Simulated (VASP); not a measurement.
OSZICAR of a VASP run on NaCl (rock salt):

**OSZICAR**
```
       N       E                     dE             d eps       ncg     rms          rms(c)
DAV:   1     0.982908941198E+02    0.98291E+02   -0.74068E+03   646   0.127E+03
DAV:   2     0.522476857451E+01   -0.93066E+02   -0.87000E+02   696   0.280E+02
DAV:   3    -0.294283888414E+01   -0.81676E+01   -0.81202E+01   767   0.821E+01
DAV:   4    -0.310495798818E+01   -0.16212E+00   -0.16199E+00   724   0.129E+01
DAV:   5    -0.310852281394E+01   -0.35648E-02   -0.35644E-02   833   0.187E+00    0.206E+00
DAV:   6    -0.295630626062E+01    0.15222E+00   -0.31862E-01   736   0.406E+00    0.154E+00
DAV:   7    -0.295170296076E+01    0.46033E-02   -0.82176E-02   784   0.216E+00    0.100E+00
DAV:   8    -0.295853357212E+01   -0.68306E-02   -0.11334E-02   656   0.126E+00    0.218E-01
DAV:   9    -0.295848944206E+01    0.44130E-04   -0.21436E-04   784   0.154E-01    0.117E-01
DAV:  10    -0.295864216083E+01   -0.15272E-03   -0.32614E-04   668   0.196E-01    0.436E-02
DAV:  11    -0.295863550727E+01    0.66536E-05   -0.22574E-05   748   0.598E-02    0.619E-03
DAV:  12    -0.295863653129E+01   -0.10240E-05   -0.22367E-06   674   0.189E-02    0.122E-03
DAV:  13    -0.295863694804E+01   -0.41675E-06   -0.48095E-07   686   0.534E-03    0.315E-03
DAV:  14    -0.295863683444E+01    0.11360E-06   -0.74309E-08   582   0.214E-03    0.181E-04
DAV:  15    -0.295863683136E+01    0.30805E-08   -0.40926E-09   361   0.623E-04
   1 F= -.29586368E+01 E0= -.29586368E+01  d E =-.866112E-18
```

Task: Which electronic solver shows in the log?

Result: It is blocked Davidson (ALGO = Normal, or the opening steps of other solvers). The INCAR had ALGO = Normal.

Task: Can the final energy be trusted as converged?

Result: The calculation finished and met its thresholds. It stopped with EDIFF = 1E-7, NELM = 100 (vdW-DF-cx, plane waves, VASP's PBE PAW potentials (set 64)).

The compound is NaCl in the rock salt structure. This cell is one point of a volume scan, at 0.94 of the reference volume.
